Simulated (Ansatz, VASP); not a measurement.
# HfZrSi2 in two plane-wave programs, part 2 of 2

Wanted: the spread between two codes on one cell, functional and k mesh. The cell is invented: As first built, before any earlier steps moved the atoms (in the runner's words): it takes the HfZrC2 structure with some of its atoms replaced by other elements, volume scaled by an estimate. It may not be a known or stable phase. The cell is taken from a series of VASP runs on this material, whose earlier steps may have relaxed, scaled or displaced it; both programs get it as it stands.

VASP 6.6.1 and Ansatz 0.2.0.

So far: Starting point; VASP: zone-centre phonons, LDA.

## Step 2: VASP: zone-centre phonons, LDA (continued)

Level of this step: LDA; plane waves and PAW (Hf_pv, Zr_sv, Si); invented cell (VASP).

Numbers of over 12 decimals in the logs are rounded to 6 here.

OUTCAR, selected parts (step 2):

```text
ion  position               nearest neighbor table
   1  0.000  0.000  0.000-   4 2.64   4 2.64   4 2.64   4 2.64   3 2.64   3 2.64   2 3.73   2 3.73
                             2 3.73   2 3.73   2 3.73   2 3.73   2 3.73   2 3.73
   2  0.500  0.500  0.500-   3 2.64   3 2.64   3 2.64   3 2.64   4 2.64   4 2.64   1 3.73   1 3.73
                             1 3.73   1 3.73   1 3.73   1 3.73   1 3.73   1 3.73
   3  0.000  0.000  0.500-   2 2.64   2 2.64   2 2.64   2 2.64   1 2.64   1 2.64
   4  0.500  0.500  0.000-   1 2.64   1 2.64   1 2.64   1 2.64   2 2.64   2 2.64

  LATTYP: Found a simple tetragonal cell.
 ALAT       =     3.7316076555
 C/A-ratio  =     1.4157205837

 Subroutine GETGRP returns: Found 16 space group operations
 (whereof 16 operations were pure point group operations)

The static configuration has the point symmetry D_4h.

 Found     84 irreducible k-points:

   k-points           NKPTS =     84   k-points in BZ     NKDIM =     84   number of bands    NBANDS=     21

   dimension x,y,z NGX =    24 NGY =   24 NGZ =   36
   dimension x,y,z NGXF=    48 NGYF=   48 NGZF=   72

   ENCUT  =  400.0 eV  29.40 Ry    5.42 a.u.   6.09  6.09  8.62*2*pi/ulx,y,z

   NELECT =      30.0000    total number of electrons

 k-points in reciprocal lattice and weights: Automatic mesh
   0.00000000  0.00000000  0.00000000       0.001
   0.10000000  0.00000000  0.00000000       0.006
   0.20000000  0.00000000  0.00000000       0.006
   0.30000000  0.00000000  0.00000000       0.006
   0.40000000  0.00000000  0.00000000       0.006
   0.50000000  0.00000000  0.00000000       0.003
   0.10000000  0.10000000  0.00000000       0.006
   0.20000000  0.10000000  0.00000000       0.011
   0.30000000  0.10000000  0.00000000       0.011
[...]
0.50000000  0.40000000  0.42857143       0.011
   0.50000000  0.50000000  0.42857143       0.003

 average (electrostatic) potential at core
       1 -34.7304       2 -75.4323       3 -82.3685       4 -82.3287

  Total        0.0609092      0.0609092     -0.0627770      0.0000000     -0.0000000      0.0000000
  in kB        1.3265628      1.3265628     -1.3672424      0.0000000     -0.0000000      0.0000000
  external PRESSURE =       0.4286277 kB  Pullay stress =       0.0000000 kB

  energy-cutoff  :      400.00
  volume of cell :       73.56
      direct lattice vectors                 reciprocal lattice vectors
     3.731607655  0.000000000  0.000000000     0.267981013  0.000000000  0.000000000
     0.000000000  3.731607655  0.000000000     0.000000000  0.267981013  0.000000000
     0.000000000  0.000000000  5.282913768     0.000000000  0.000000000  0.189289480

 POSITION                                       TOTAL-FORCE (eV/Angst)
 -----------------------------------------------------------------------------------
      0.00000      0.00000      0.00000         0.000000      0.000000      0.000000
      1.86580      1.86580      2.64146         0.000000      0.000000      0.000000
      0.00000      0.00000      2.64146         0.000000      0.000000      0.000000
      1.86580      1.86580      0.00000         0.000000      0.000000      0.000000
 -----------------------------------------------------------------------------------
    total drift:                                0.000000      0.000000     -0.000000

 Eigenvectors and eigenvalues of the dynamical matrix
 ----------------------------------------------------

   1 f  =   11.158549 THz    70.111232 2PiTHz  372.209133 cm-1    46.148030 meV
             X         Y         Z           dx          dy          dz
      0.000000  0.000000  0.000000     0.002089    0.098232   -0.000000
      1.865804  1.865804  2.641457     0.009748    0.458383   -0.000000
      0.000000  0.000000  2.641457    -0.018212   -0.856409    0.000000
      1.865804  1.865804  0.000000    -0.004578   -0.215284    0.000000

   2 f  =   11.158549 THz    70.111232 2PiTHz  372.209133 cm-1    46.148030 meV
             X         Y         Z           dx          dy          dz
      0.000000  0.000000  0.000000    -0.098232    0.002089   -0.000000
      1.865804  1.865804  2.641457    -0.458383    0.009748   -0.000000
      0.000000  0.000000  2.641457     0.856409   -0.018212    0.000000
      1.865804  1.865804  0.000000     0.215284   -0.004578    0.000000

   3 f  =   11.074664 THz    69.584166 2PiTHz  369.411025 cm-1    45.801109 meV
             X         Y         Z           dx          dy          dz
      0.000000  0.000000  0.000000    -0.000000    0.000000   -0.134382
      1.865804  1.865804  2.641457     0.000000   -0.000000   -0.450985
      0.000000  0.000000  2.641457    -0.000000    0.000000    0.334351
      1.865804  1.865804  0.000000     0.000000   -0.000000    0.816556

   4 f  =   10.351245 THz    65.038790 2PiTHz  345.280363 cm-1    42.809290 meV
             X         Y         Z           dx          dy          dz
      0.000000  0.000000  0.000000     0.035525   -0.320014    0.000000
      1.865804  1.865804  2.641457    -0.007651    0.068926    0.000000
      0.000000  0.000000  2.641457     0.025378   -0.228613   -0.000000
      1.865804  1.865804  0.000000    -0.101037    0.910167    0.000000

   5 f  =   10.351245 THz    65.038790 2PiTHz  345.280363 cm-1    42.809290 meV
             X         Y         Z           dx          dy          dz
      0.000000  0.000000  0.000000    -0.320014   -0.035525   -0.000000
      1.865804  1.865804  2.641457     0.068926    0.007651    0.000000
      0.000000  0.000000  2.641457    -0.228613   -0.025378    0.000000
      1.865804  1.865804  0.000000     0.910167    0.101037   -0.000000

   6 f  =    9.977082 THz    62.687857 2PiTHz  332.799642 cm-1    41.261878 meV
             X         Y         Z           dx          dy          dz
      0.000000  0.000000  0.000000     0.000000   -0.000000   -0.330204
      1.865804  1.865804  2.641457    -0.000000    0.000000    0.157731
      0.000000  0.000000  2.641457     0.000000   -0.000000    0.872271
      1.865804  1.865804  0.000000    -0.000000    0.000000   -0.324392

   7 f  =    3.129181 THz    19.661221 2PiTHz  104.378228 cm-1    12.941245 meV
             X         Y         Z           dx          dy          dz
      0.000000  0.000000  0.000000     0.000000    0.000000   -0.569539
      1.865804  1.865804  2.641457    -0.000000   -0.000000    0.701909
      0.000000  0.000000  2.641457    -0.000000   -0.000000   -0.202395
      1.865804  1.865804  0.000000     0.000000    0.000000    0.376808

   8 f  =    3.028297 THz    19.027353 2PiTHz  101.013122 cm-1    12.524025 meV
             X         Y         Z           dx          dy          dz
      0.000000  0.000000  0.000000     0.560590   -0.148722    0.000000
      1.865804  1.865804  2.641457    -0.688759    0.182725   -0.000000
      0.000000  0.000000  2.641457    -0.345212    0.091583    0.000000
      1.865804  1.865804  0.000000     0.162553   -0.043125   -0.000000

   9 f  =    3.028297 THz    19.027353 2PiTHz  101.013122 cm-1    12.524025 meV
             X         Y         Z           dx          dy          dz
      0.000000  0.000000  0.000000    -0.148722   -0.560590   -0.000000
      1.865804  1.865804  2.641457     0.182725    0.688759    0.000000
      0.000000  0.000000  2.641457     0.091583    0.345212   -0.000000
      1.865804  1.865804  0.000000    -0.043125   -0.162553    0.000000

  10 f/i=    0.004059 THz     0.025501 2PiTHz    0.135380 cm-1     0.016785 meV
             X         Y         Z           dx          dy          dz
      0.000000  0.000000  0.000000     0.000000   -0.000000   -0.740629
      1.865804  1.865804  2.641457     0.000000   -0.000000   -0.528259
      0.000000  0.000000  2.641457     0.000000   -0.000000   -0.293921
      1.865804  1.865804  0.000000     0.000000   -0.000000   -0.293294

  11 f/i=    0.012358 THz     0.077648 2PiTHz    0.412223 cm-1     0.051109 meV
             X         Y         Z           dx          dy          dz
      0.000000  0.000000  0.000000     0.602024   -0.433431    0.000000
      1.865804  1.865804  2.641457     0.427282   -0.307624    0.000000
      0.000000  0.000000  2.641457     0.237669   -0.171111    0.000000
      1.865804  1.865804  0.000000     0.239011   -0.172077    0.000000

  12 f/i=    0.012358 THz     0.077648 2PiTHz    0.412223 cm-1     0.051109 meV
             X         Y         Z           dx          dy          dz
      0.000000  0.000000  0.000000    -0.433431   -0.602024    0.000000
      1.865804  1.865804  2.641457    -0.307624   -0.427282    0.000000
      0.000000  0.000000  2.641457    -0.171111   -0.237669    0.000000
      1.865804  1.865804  0.000000    -0.172077   -0.239011    0.000000

 ELASTIC MODULI CONTR FROM IONIC RELAXATION (kBar)
 Direction    XX          YY          ZZ          XY          YZ          ZX
 --------------------------------------------------------------------------------
 XX           0.0000      0.0000      0.0000      0.0000      0.0000      0.0000
 YY           0.0000      0.0000      0.0000      0.0000      0.0000      0.0000
 ZZ           0.0000      0.0000      0.0000      0.0000      0.0000      0.0000
 XY           0.0000      0.0000      0.0000      0.0000      0.0000      0.0000
 YZ           0.0000      0.0000      0.0000      0.0000      0.0000      0.0000
 ZX           0.0000      0.0000      0.0000      0.0000      0.0000      0.0000
 --------------------------------------------------------------------------------
```

Energies printed during the response cycles are not total energies of the cell. Harder data sets than Hf_pv exist (the GW ones), and pressures, volumes and forces can shift noticeably with them.

## Step 3: Ansatz: zone-centre phonons, LDA

Ansatz runs on its default PAW (the set named soft_2) files.

The same cell, functional (in two slightly different forms), mesh and smearing now go to Ansatz, which takes its cutoff from its data sets.

input.yaml reads:

```yaml
crystal:
  lattice:
    - [3.7316076555, 0.0, 0.0]
    - [0.0, 3.7316076555, 0.0]
    - [0.0, 0.0, 5.2829137682]
  atoms:
    - { symbol: Hf, position: [0.0, 0.0, 0.0] }
    - { symbol: Zr, position: [0.5, 0.5, 0.5] }
    - { symbol: Si, position: [0.0, 0.0, 0.5] }
    - { symbol: Si, position: [0.5, 0.5, 0.0] }
hamiltonian:
  xc: lda
  pseudopotentials: { kind: paw }
kpoints:
  mp_grid: { grid: [10, 10, 7] }
scf:
  occupations: { method: methfessel_paxton, width: 0.2 }
phonons:
  method: dfpt
  qpoints: [[0, 0, 0]]
```

Run with:

```console
> ansatz run input.yaml --threads 4 --pin off --max-ram 9216MiB --backend cpu --events-out ev --progress --plain --runs-dir out
```

Log:

```text
zone centre: on kpoints.mp_grid the ground state, and the responses unless they are solved on pairs of k-points, stand on 144 of the mesh's 700 k-points, reduced under 8 symmetry operations, with k and −k counted as one. Each operation leaves every solved displacement unchanged or reverses it
Engine: ansatz 0.2.0, x86_64-unknown-linux-gnu
Pseudopotentials: kind: paw
Pseudopotential: Hf, paw, valence charge 26, recommended cutoff 420 eV (normal), Hf.paw.azcp
Pseudopotential: Zr, paw, valence charge 12, recommended cutoff 420 eV (normal), Zr.paw.azcp
Pseudopotential: Si, paw, valence charge 4, recommended cutoff 420 eV (normal), Si.paw.azcp
Functional definition: SPW92
  exchange = slater_x
  correlation = pw_c
Crystal: 4 atoms, lattice volume = 73.564 Å³
Basis set: ecut = 420 eV, 1449 PW (Γ), exchange–correlation on 50×50×72 points (8 copies of the dense FFT grid, shifted against one another)
Bands: 28, of which v1, the nominal top of the filled ones, is band 23 counted from 1 (22 counted from 0)
Symmetry: 16 space group operations
k-points: 144 of 700 (irreducible under 8 space group operations)
Non-local potential: Hf, projectors of the file, l = 0: 3, l = 1: 2, l = 2: 2, l = 3: 3
Non-local potential: Zr, projectors of the file, l = 0: 3, l = 1: 2, l = 2: 2, l = 3: 2
Non-local potential: Si, projectors of the file, l = 0: 2, l = 1: 2, l = 2: 2
PAW form: soft (Blöchl's): semilocal exchange-correlation on the pseudo side does not see the compensation charge
PAW frozen core: Hf, regenerated for the run's functional, and the local potential with it (the file was generated under x = pbe(κ = 0.804, μ = 0.219515), c = pbe(β = 0.066725))
PAW frozen core: Zr, regenerated for the run's functional, and the local potential with it (the file was generated under x = pbe(κ = 0.804, μ = 0.219515), c = pbe(β = 0.066725))
PAW frozen core: Si, regenerated for the run's functional, and the local potential with it (the file was generated under x = pbe(κ = 0.804, μ = 0.219515), c = pbe(β = 0.066725))
PAW one-centre angular grid: Hf, 590 points (default); XC on 64 Gauss nodes
PAW one-centre angular grid: Zr, 590 points (default); XC on 64 Gauss nodes
PAW one-centre angular grid: Si, 110 points (default); XC on 64 Gauss nodes
Initial density: superposition of atomic densities (neutral atoms: chi_scale 0, normalization atom), corrected by the library's trained network
Initial wavefunctions: pseudopotential atomic-orbital guess
Functional: x = slater, c = lda
SCF iter   1: F=—  HF=-20774.355245 eV  |F-HF|=—  |Δ(HF+E_count)|=         —  Δρ=5.38e-3  dr2=2.10e-2  ethr=1.77e-3  ⟨swp⟩=5.1  Hψ=15237  notcnv=0
preconditioner: auto → Kerker (q_TF=auto, 2.523 Å⁻¹)  [metal: Δε(μ)=0.068 eV  Ē_g=9.710 eV  σ=0.200 eV  W_gap=0.28  n_scr=20 (ndim 8)  ℏωp=23.7 eV  f_vac=0.000  D(μ)=0.65/eV (n_scr^D=2)]
SCF iter   2: F=—  HF=-20774.352049 eV  |F-HF|=—  |Δ(HF+E_count)|=   3.20e-3  S|Δr|=    0.00e0  Δρ=3.19e-3  dr2=6.76e-3  ethr=4.57e-5  ⟨swp⟩=1.7  Hψ=5870  notcnv=0
SCF iter   3: F=—  HF=-20774.350830 eV  |F-HF|=—  |Δ(HF+E_count)|=   1.22e-3  S|Δr|=    0.00e0  Δρ=9.33e-4  dr2=9.79e-4  ethr=1.47e-5  ⟨swp⟩=2.0  Hψ=6116  notcnv=0
SCF iter   4: F=—  HF=-20774.349878 eV  |F-HF|=—  |Δ(HF+E_count)|=   9.52e-4  S|Δr|=    0.00e0  Δρ=3.60e-4  dr2=1.08e-4  ethr=2.13e-6  ⟨swp⟩=2.0  Hψ=7276  notcnv=0
SCF iter   5: F=—  HF=-20774.349838 eV  |F-HF|=—  |Δ(HF+E_count)|=   4.02e-5  S|Δr|=    0.00e0  Δρ=1.09e-4  dr2=6.19e-6  ethr=2.35e-7  ⟨swp⟩=2.0  Hψ=5091  notcnv=0
SCF iter   6: F=—  HF=-20774.349836 eV  |F-HF|=—  |Δ(HF+E_count)|=   1.47e-6  S|Δr|=    0.00e0  Δρ=1.93e-5  dr2=1.99e-7  ethr=1.34e-8  ⟨swp⟩=2.0  Hψ=5962  notcnv=0
SCF iter   7: F=—  HF=-20774.349837 eV  |F-HF|=—  |Δ(HF+E_count)|=   8.33e-7  S|Δr|=    0.00e0  Δρ=4.22e-6  dr2=1.04e-8  ethr=4.32e-10  ⟨swp⟩=2.2  Hψ=7217  notcnv=0
SCF iter   8: F=—  HF=-20774.349837 eV  |F-HF|=—  |Δ(HF+E_count)|=   9.42e-9  S|Δr|=    0.00e0  Δρ=1.09e-6  dr2=9.04e-10  ethr=2.25e-11  ⟨swp⟩=2.0  Hψ=7168  notcnv=0
SCF iter   9: F=—  HF=-20774.349837 eV  |F-HF|=—  |Δ(HF+E_count)|=  9.60e-10  S|Δr|=    0.00e0  Δρ=2.09e-7  dr2=2.34e-11  ethr=1.96e-12  ⟨swp⟩=2.1  Hψ=7000  notcnv=0
SCF iter  10: F=—  HF=-20774.349837 eV  |F-HF|=—  |Δ(HF+E_count)|=  1.09e-11  S|Δr|=    0.00e0  Δρ=5.56e-8  dr2=2.75e-12  ethr=1.00e-12  ⟨swp⟩=6.8  Hψ=18541  notcnv=0
SCF iter  11: F=-20774.349837 eV  HF=-20774.349837 eV  |F-HF|=7.28e-12  |Δ(HF+E_count)|=  7.28e-12  S|Δr|=    0.00e0  Δρ=1.29e-8  dr2=2.63e-13  ethr=1.00e-12  ⟨swp⟩=4.9  Hψ=15430  notcnv=0
SCF 1 converged in 11 iterations: F = -20774.349837 eV  dr2 = 2.63e-13
  greatest PAW one-centre occupation: 0.998 electrons in one spin orbital (limit 2), on the Hf atom at site 0 (counted from 0), in its partial waves of l = 3
DFPT response loops at Γ: preconditioner auto → Kerker (q_TF=auto, 2.523 Å⁻¹) (partly filled bands, converged f_vac=0.000); β = 1.00, the filter's whole step (`scf.mixing.beta` (0.50) is not read by the response loops under this deck's `scf.mixing.preconditioner`; to damp them name `kerker` or `kerker_dos`, under which they read `scf.mixing.beta`, and type it under 1.00, their step now; both keys bind the ground state too); Broyden in place of MSR1
SCF converged after 11 iterations
Stability not checked: this state was not tested for a lower state beside it, because cold or Methfessel-Paxton smearing, or corrected tetrahedra, fill the levels in a way that the test cannot read (fill_not_monotonic; see scf.lower_state_search)
Free energy (F): -20774.349837 eV
Harris-Foulkes:  -20774.349837 eV  (|F-HF|=7.28e-12)
Internal energy: -20774.354453 eV  (E = F + TS)
E sigma→0 (E₀):  -20774.350991 eV
Entropy (-TS):   0.004616 eV (1.154 meV/atom)
Fermi energy:    13.889897 eV
Step filling:    the computed levels leave a gap of 0.0202 eV = 0.1 smearing widths at the electron count; against every level under it full and every level over it empty, smearing changes F+E_penalty+E_count by +1.716 meV and its σ→0 estimate by +0.562 meV
--- Per-component energies (eV) ---
  E_band       = -149.539584
  E_kinetic    = 843.481511
  E_local      = -7294.160956  (includes V_loc(G=0)·N_el)
  E_nonlocal   = -1092.866540
  E_hartree    = 3311.240282
  E_xc         = -570.722246
  E_vxc        = -555.412155  (∫ρ·V_xc dr)
  E_paw        = -10506.725128  (= ΣΔE_a)
  E_vpaw       = 1326.937987  (= ΣTr[D̂ρ^β])
  E_aug_tail   = 0.000032  (compensation charges beyond the density's cutoff)
  E_ewald      = -5467.597714
  E_core_change = 2.996305  (= ΣΔE_core)
  E_smearing   = 0.004616  (= −TS)
  E_closure    = -0.000000  (closes the sum)
  Σ components = -20774.349837   (vs F -20774.349837, Δ=0.00e0)
--- Band table (eV; the first three rows and the last of 144) ---
  k-point 0: bands = [... 19 lower, 13.8992, 13.9039, 13.9039, 14.3105, 14.3105, 14.6596, 14.6678, 15.9311, ... 1 higher]
  k-point 1: bands = [... 19 lower, 13.7480, 13.8320, 13.8320, 13.8523, 14.2116, 14.2116, 14.7098, 15.8606, ... 1 higher]
  k-point 2: bands = [... 19 lower, 12.6003, 13.3661, 13.7099, 13.7099, 14.0006, 14.0006, 14.8510, 15.6743, ... 1 higher]
  k-point 143: bands = [... 19 lower, 11.3022, 11.3022, 11.3112, 11.7526, 16.1135, 16.1135, 16.3782, 16.9494, ... 1 higher]
--- Phonons (Γ-DFPT): 8 representative perturbations + reference, on 144 of 700 k-points (Σ response iterations 24) ---
  k mesh reduced under 8 symmetry operations, with k and −k counted as one. Each operation leaves every solved displacement unchanged or reverses it
  ASR residual: 1.626e-5 → 0.000e0 eV/Å²; symmetrization residual: 4.583e-6 eV/Å²
  ASR residual per site (eV/Å²): 4.75e-6 1.63e-5 6.23e-6 4.32e-6
  Γ frequencies (cm⁻¹): 0.00 0.00 0.00 100.29 100.29 104.37 330.36 343.25 343.25 368.20 370.18 370.18
  non-analytic LO–TO correction: not included (Born effective charges unavailable; polar crystals: no LO–TO splitting at Γ)
--- Phonons (arbitrary-q DFPT): 1 explicit q-point ---
  q = [0, 0, 0] (of the zone-centre solve; hermiticity 7.69e-7, symmetrization 1.51e-13): -0.00 0.00 0.00 100.29 100.29 104.37 330.36 343.25 343.25 368.20 370.18 370.18
  sum rule: each row above includes the acoustic sum rule's correction from the zone centre's row sums; it moved no ω² by more than (0.25 cm⁻¹)²
```

The job ended after 53 s (4 threads of Intel Xeon Platinum 8488C (Sapphire Rapids), shared host; peak memory 1.4 GiB; 2.8 min of CPU time).

The column dr2 measures how far the density is from self-consistency, as an energy; F and HF (Harris–Foulkes) agree once it is small.

## Step 4: Differences

Known differences besides the potentials themselves: the two LDA forms differ slightly; the data sets hold 46 valence electrons in Ansatz (default PAW (the set named soft_2) files) and 30 in VASP; the cutoff is 420 eV in Ansatz and 400 eV in VASP; VASP's log shows a relativistic correction to its local exchange, Ansatz's none. Total energies have different zeros and are not compared.

Both answers:

| quantity | Ansatz | VASP | difference |
| --- | --- | --- | --- |
| optical mode 1 to 2 (cm⁻¹) | 100.3 | 101.0 | -0.72 % |
| optical mode 3 (cm⁻¹) | 104.4 | 104.4 | -0.01 % |
| optical mode 4 (cm⁻¹) | 330.4 | 332.8 | -0.73 % |
| optical mode 5 to 6 (cm⁻¹) | 343.2 | 345.3 | -0.59 % |
| optical mode 7 (cm⁻¹) | 368.2 | 369.4 | -0.33 % |
| optical mode 8 to 9 (cm⁻¹) | 370.2 | 372.2 | -0.55 % |

Modes are paired by rising frequency and degeneracy, not by their patterns, so a pair may still set unlike modes beside each other.

## Step 5: Outcome

```json
{
  "r.m.s. difference of the optical zone-centre modes, each program's sorted by frequency (zone-centre phonons, LDA)": "1.7 cm⁻¹",
  "difference in optical mode 4 (zone-centre phonons, LDA)": "-0.7 %"
}
```

What this shows: The r.m.s. difference of the optical zone-centre modes, each program's sorted by frequency is 1.7 cm⁻¹ (zone-centre phonons, LDA). Among the rows given in per cent, the largest difference of the zone-centre phonons, LDA pair is in optical mode 4, -0.7 %. How closely two codes agree says nothing of how well the functional describes the real material.

[Lines on the potential files, build, host, timing and source positions are cut from VASP's logs without a mark.]

[Logs are printed without paths, hosts, clocks, repeated set-up lines and the standing remarks that a program may print on its own settings, such as how far it seeks lower states.]

[Hosts, paths, dates, database ids (printed as entryN), source tags and the programs' standing remarks are cut or masked in the printed files.]
